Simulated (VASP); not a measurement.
Here is the system:

```
SnSi
1.0
    4.90816     0.00000     0.00000
    0.00000     4.90816     0.00000
    0.00000     0.00000     6.18469
Sn Si
2 2
Direct
  0.50000   0.00000   0.23680
  0.00000   0.50000   0.76320
  0.00000   0.00000   0.00000
  0.50000   0.50000   0.00000
```

These are PBE GGA, VASP's PBE PAW potentials (set 64) (plane waves; VASP 6.6.1) values and carry that method's errors. Numerical set-up: 300 eV cut-off, 4×4×3 Γ-centred mesh, Gaussian smearing of 0.10 eV, potentials Sn_d Si.

At this cut-off the stress carries a Pulay error, which pulls relaxed volumes low. Unless said otherwise, spin-orbit coupling is left out, though it shifts the bands of the heavy elements here.

**Question.** Estimate the energy per atom (σ→0), pressure, band gap (on the k-mesh) with the smallest direct gap where there is one.

**Answer.** 
```yaml
band gap (on the k-mesh): none (metal, semimetal or under 0.01 eV)
energy per atom (σ→0): -3.938 eV/atom
pressure: -4.22 GPa
```

Only differences to runs with the same potentials and settings are physical.

The structure was generated: SiSn was put into an ordered model structure, which need not be its known phase. The cell was not relaxed at this level. The k-mesh is coarse (spacing up to 0.34 per Å, 2π included), so the numbers may not be converged in it.
